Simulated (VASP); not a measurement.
Write the native input for VASP 6.6.1 that does the following.

```
Task                   : relaxation of cell and atoms
Functional             : PBE
Potentials or basis    : VASP PAW PBE potentials, release 64 (Pt)
Cutoff                 : 600 eV
k mesh                 : 19 × 19 × 19
Occupations            : methfessel-paxton, width 0.1 eV
Spin                   : no spin polarisation
Further INCAR settings : ALGO = Normal; EDIFF = 1e-06; IBRION = 2; EDIFFG = -0.005; NSW = 80; ISIF = 3
```

The structure of Pt lies in POSCAR:

```
Pt
1.0
    0.0000000000      1.9715752000      1.9715752000
    1.9715752000      0.0000000000      1.9715752000
    1.9715752000      1.9715752000      0.0000000000
Pt
1
Direct
    0.0000000000      0.0000000000      0.0000000000
```

These files were run (other wordings do the same):

INCAR

```
PREC = Accurate ; ENCUT = 600
EDIFF = 1E-6 ; ISMEAR = 1
SIGMA = 0.1 ; LREAL = F
LASPH = T ; NELM = 120
ALGO = Normal ; ISIF = 3
LWAVE = F ; LCHARG = F
GGA = PE ; IBRION = 2
NSW = 80 ; EDIFFG = -0.005
KPAR = 2
```

KPOINTS

```
Automatic mesh
0
Gamma
  19 19 19
```

Potentials or basis: VASP PAW PBE potentials, release 64 (Pt).

Command:

```bash
$ cat potpaw_PBE.64/Pt/POTCAR > POTCAR
$ mpirun -np 2 vasp_std > vasp.out
```

It gave:

The relaxed volume is 15.61 Å³/atom, the relaxed cell is a = 2.805 Å, b = 2.805 Å, c = 2.805 Å, α = 60.00°, β = 60.00°, γ = 60.00° and the space group after relaxing (to 0.05 Å) is Fm-3m (No. 225). The energy gained by relaxing is 4.1 meV/atom and the ionic steps are 4. The pressure after relaxing is 0.0 GPa and the band gap on the k mesh is none (metal or under the smearing width).

Run time: 16 s on 2 MPI ranks on Intel(R) Xeon(R) 6975P-C (Granite Rapids), on a shared host, peak memory 0.17 GiB a rank.
